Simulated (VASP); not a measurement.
# Si: electric field gradients with PBE

Crystal: Si.

```
CELL_PARAMETERS angstrom
0.00000 2.72185 2.72185
2.72185 0.00000 2.72185
2.72185 2.72185 0.00000
ATOMIC_POSITIONS crystal
Si 0.75000 0.75000 0.75000
Si 0.50000 0.50000 0.50000
```

```
Program                : VASP 6.6.1
Task                   : electric field gradients
Functional             : PBE
Potentials or basis    : VASP PAW PBE potentials, release 64 (Si)
Cutoff                 : 520 eV
k mesh                 : 9 × 9 × 9
Occupations            : fermi-dirac, width 0.01 eV
Spin                   : no spin polarisation
Dipole correction      : no
Further INCAR settings : ALGO = Normal; EDIFF = 1e-08; NBANDS = 11
```

| Quantity | Value |
| --- | --- |
| Pressure | 1.3 GPa |
| Band gap on the k mesh | 0.60 eV, indirect (least direct gap 2.56 eV) |

Levels at points of the mesh, in eV from the valence-band top:
```
           k point  band 1  band 2  band 3  band 4  band 5  band 6  band 7  band 8  band 9
(0.00, 0.00, 0.00)  -11.91    0.00    0.00    0.00    2.56    2.56    2.56    3.29    7.72
```

Electric field gradients, principal values (V/Å²):
```csv
atom,Vxx,Vyy,Vzz
1 Si,0.000,0.000,0.000
2 Si,0.000,0.000,0.000
```

It took 9 s on 1 thread of Intel(R) Xeon(R) 6975P-C (Granite Rapids), with other jobs on the host, peak memory 0.16 GiB.

Caveat: an odd mesh through Γ misses points on the zone boundary, where band edges often lie.
